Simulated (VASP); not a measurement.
Computed with LDA (Ceperley-Alder, Perdew-Zunger), VASP's LDA PAW potentials (set 64) (plane waves; VASP).

VASP input:

### INCAR
```
# general
SYSTEM   =  TaAs
PREC     =  Accurate
ENCUT    =  300
LREAL    =  F
LASPH    =  T

# electronic loop
EDIFF    =  1E-6
NELM     =  100
ALGO     =  Normal
LMAXMIX  =  6

# smearing
ISMEAR   =  -1
SIGMA    =  0.136

# ions
ISIF     =  2

# output
LWAVE    =  F
LCHARG   =  F
```

KPOINTS:
```
Automatic
0
gamma
 8 8 8
```

File POSCAR:
```
TaAs
1
   -1.7436820000     1.7436820000     5.9424630000
    1.7436820000    -1.7436820000     5.9424630000
    1.7436820000     1.7436820000    -5.9424630000
Ta As
2 2
Direct
  0.4999700000   0.9999700000   0.5000000000
  0.7499700000   0.7499700000   0.0000000000
  0.0826300000   0.5826300000   0.5000000000
  0.3326300000   0.3326300000   0.0000000000
```

POTCAR, in this order: Ta_pv As (LDA.64 set). Program: vasp_std.

At this cut-off the stress carries a Pulay error, which pulls relaxed volumes low. Unless said otherwise, spin-orbit coupling is left out, though it shifts the bands of the heavy elements here.

Predict the energy per atom (σ→0), pressure, band gap (on the k-mesh).

```yaml
energy per atom (σ→0): -9.680 eV/atom
band gap (on the k-mesh): none (metal, semimetal or under 0.01 eV)
pressure: -12.70 GPa
```

**OSZICAR**
```
...
DAV:   7    -0.387707816479E+02    0.10551E+00   -0.48220E-01  3184   0.422E+00    0.260E+00
DAV:   8    -0.387504248658E+02    0.20357E-01   -0.44993E-02  2996   0.100E+00    0.307E-01
DAV:   9    -0.387499611841E+02    0.46368E-03   -0.34282E-03  3088   0.289E-01    0.122E-01
DAV:  10    -0.387498940267E+02    0.67157E-04   -0.49454E-04  2992   0.176E-01    0.177E-02
DAV:  11    -0.387498915325E+02    0.24942E-05   -0.20514E-05  2976   0.299E-02    0.110E-02
DAV:  12    -0.387498900790E+02    0.14534E-05   -0.78248E-06  3024   0.199E-02    0.888E-04
DAV:  13    -0.387498900754E+02    0.35948E-08   -0.20885E-07  1840   0.310E-03
   1 F= -.38749890E+02 E0= -.38720815E+02  d E =-.581492E-01
```

The structure comes from a computed database's TaAs entry; how it stands against other phases isn't given here. The cell was not relaxed at this level. The k-mesh is coarse (spacing up to 0.32 per Å, 2π included), so the numbers may not be converged in it. The run is one of a series of settings (GGA removed, POTCAR Ta_pv As (LDA.64 set) against the base run), some of them coarse on purpose.
